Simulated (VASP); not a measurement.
Nb5P4Pd4: single point with PBE

The system is Nb5P4Pd4.

```
Nb Pd P
1.0
     5.93686    0.64785   -1.02660
    -0.35470    5.87558    0.76739
     0.12637    0.69317    6.20443
Nb Pd P
5 4 4
Direct
  0.53922 0.15186 0.28530
  0.26108 0.05272 0.86370
  0.75985 0.93866 0.98355
  0.45701 0.72999 0.25201
  0.95336 0.57871 0.20263
  0.51245 0.77944 0.64689
  0.30566 0.51895 0.94971
  0.84596 0.31137 0.58767
  0.94044 0.74811 0.71796
  0.06618 0.19589 0.12638
  0.28975 0.36944 0.52032
  0.64249 0.36920 0.86156
  0.17199 0.95405 0.48248
```

The cell was built by a generator and needn't be a form met in nature.

```
Program             : VASP 6.6.1
Task                : single point
Functional          : PBE
Potentials or basis : VASP PAW PBE potentials, release 64 (Nb_sv, Pd, P)
Cutoff              : 520 eV
k mesh              : 3 × 3 × 3
Occupations         : fermi-dirac, width 0.05 eV
Spin                : no spin polarisation
```

The pressure is 3.9 GPa, the largest force is 2.276 eV/Å and the band gap on the k mesh is none (metal or under the smearing width).

Forces on the atoms (eV/Å):
```
Nb  -0.156  1.270  0.153
Nb   0.174  0.157 -1.113
Nb  -0.947  1.992 -0.558
Nb   0.605 -1.646 -0.103
Nb   0.886 -0.882  0.875
Pd   0.337 -0.404  1.334
Pd  -0.683 -0.942 -0.379
Pd   0.459  0.138 -0.058
Pd   0.306 -0.374 -0.855
P    0.254  0.380  0.785
P   -0.473  0.344  0.150
P   -0.305  0.081  0.940
P   -0.457 -0.116 -1.170
```

Stress tensor (GPa, compression positive):
```
 2.62 -3.52  1.34
-3.52  2.24  1.15
 1.34  1.15  6.74
```

Levels at points of the mesh, in eV from the Fermi level:
| k point | band 60 | band 61 | band 62 | band 63 | band 64 | band 65 | band 66 | band 67 |
| --- | --- | --- | --- | --- | --- | --- | --- | --- |
| (0.00, 0.00, 0.00) | -0.47 | -0.36 | -0.16 | -0.04 | 0.21 | 0.48 | 0.70 | 0.97 |

Run time: 11 min on 1 thread of AMD EPYC 9R45 96-Core Processor (Zen 5) (shared host), peak memory 0.4 GiB.

Caveat: the k mesh is coarse (spacing up to 0.36 Å⁻¹), so the values aren't converged.
